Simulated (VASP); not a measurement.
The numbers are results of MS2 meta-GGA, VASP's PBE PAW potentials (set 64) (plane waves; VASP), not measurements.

A VASP calculation is set up with these files.

File POSCAR:
```
Te
1.0
  2.1324760133  -3.6935565271   0.0000000000
  2.1324760133   3.6935565271   0.0000000000
  0.0000000000   0.0000000000   5.8546913390
Te
3
Cart
  2.7158629068  -2.6831008620   3.9031295109
  3.0981782396  -0.0000000000   0.0000000000
  2.7158629068   2.6831008620   1.9515618281
```

File KPOINTS:
```
Automatic mesh
0
Gamma
6 6 4
0 0 0
```

INCAR:
```
# general
SYSTEM  = Te
PREC    = Accurate
ENCUT   = 520
LREAL   = F
LASPH   = T

# electronic loop
EDIFF   = 1E-7
NELM    = 100
ALGO    = Normal
LMAXMIX = 4
LMIXTAU = T

# smearing
ISMEAR  = 0
SIGMA   = 0.05

# functional
METAGGA = MS2

# ions
IBRION  = 2
NSW     = 30
ISIF    = 4
EDIFFG  = -0.01

# output
LWAVE   = F
LCHARG  = F
```

POTCAR, in this order: Te (PBE.64 set). Program: vasp_std.

Unless said otherwise, spin-orbit coupling is left out, though it shifts the bands of the heavy elements here.

Problem. Estimate the energy per atom (σ→0), band gap (on the k-mesh).

Solution. 
The energy per atom (σ→0) comes out as 1154 meV/atom and the band gap (on the k-mesh) is none (metal, semimetal or under 0.01 eV).

File OSZICAR:
```
...
DAV:   1     0.346116057840E+01   -0.81919E-04   -0.16368E-02   624   0.734E-01    0.841E-02
DAV:   2     0.346117530326E+01    0.14725E-04   -0.52562E-04   684   0.154E-01    0.325E-02
DAV:   3     0.346116183687E+01   -0.13466E-04   -0.76588E-05   654   0.932E-02    0.170E-02
DAV:   4     0.346116865884E+01    0.68220E-05   -0.21781E-05   714   0.405E-02    0.738E-03
DAV:   5     0.346116531565E+01   -0.33432E-05   -0.77342E-06   624   0.297E-02    0.467E-03
DAV:   6     0.346116546679E+01    0.15115E-06   -0.70825E-07   714   0.828E-03    0.282E-03
DAV:   7     0.346116538755E+01   -0.79242E-07   -0.11234E-07   312   0.310E-03
   7 F= 0.34611654E+01 E0= 0.34616726E+01  d E =-.199020E-03
```

The compound is Te in the trig structure. This cell is one point of a volume scan, at 0.94 of the reference volume. Symmetry was kept, so distortions that lower it aren't found.
